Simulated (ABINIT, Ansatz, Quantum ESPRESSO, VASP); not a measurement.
Tc3N (P-6m2, 4 atoms in the cell) computed with different codes at matched settings

Self-consistent single point.

```yaml
crystal:
  lattice:
    - [2.79779, 0.00000, 0.00000]
    - [-1.39889, 2.42296, 0.00000]
    - [0.00000, 0.00000, 7.03934]
  atoms:
    - { symbol: Tc, position: [0.00000, 0.00000, 0.50000] }
    - { symbol: Tc, position: [0.66667, 0.33333, 0.80333] }
    - { symbol: Tc, position: [0.66667, 0.33333, 0.19667] }
    - { symbol: N, position: [0.00000, 0.00000, 0.00000] }
```

All programs got the same cell, k-point mesh and kind of occupations (in Ansatz's words: kpoints.mp_grid.grid = 14 14 5; scf.occupations.method = gaussian; scf.occupations.width = 0.0037 Ry); potentials, basis and cutoffs are each program's usual ones.

```csv
code,model,pressure (GPa),largest force (eV/Å),cutoff
ABINIT,"PBEsol, norm-conserving pseudopotentials (PseudoDojo nc-sr-04 PBEsol standard)",-5.55,0.196,84 Ry
Ansatz,"PBEsol, default PAW files made with PBE",-5.95,0.219,default
VASP,"PBEsol, VASP's PBE PAW potentials (set 64)",-9.14,0.209,400 eV
Quantum ESPRESSO,"PBEsol, GBRV 1.5 ultrasoft (PBESOL) pseudopotentials",-6.45,0.215,40 Ry
```

The spread over the programs that give each value: pressure within 3.59 GPa; largest force within 0.023 eV/Å.

The starting cell comes from a database of computed structures (which also holds hypothetical and non-ambient phases and stackings), without a prior relaxation at this level. On Ansatz's run: Spin polarisation is off. In the base run, with a pressure of about -6 GPa the cell is away from its equilibrium volume at this level.

Question: Why do the programs differ, and what cannot be compared?

Answer: Differences of this kind can come from the potentials, where these differ, and from what each basis and cutoff leave unconverged. The valence holds different numbers of electrons (ABINIT 50, Ansatz (a first-principles code) 50, VASP 44, Quantum ESPRESSO 50). The zero of total energies and Fermi levels follows the potentials and each program's conventions, so they are not compared here. Ansatz's pressure is given at a fixed set of plane waves, as the other plane-wave codes print theirs. Ansatz's smearing width was typed in Ry to four decimals, so it matches the others to a few per cent. In the pressure, VASP (by 2.94) lies more than 1 GPa from the median of the plane-wave programs.

VASP's run is marked for a possible Pulay error in its stress at this cutoff; no cutoff test was made.

Left out of this page: Elk, FLEUR and SIESTA (not drawn, or without a comparable value).

Keys are those of Ansatz 0.2.
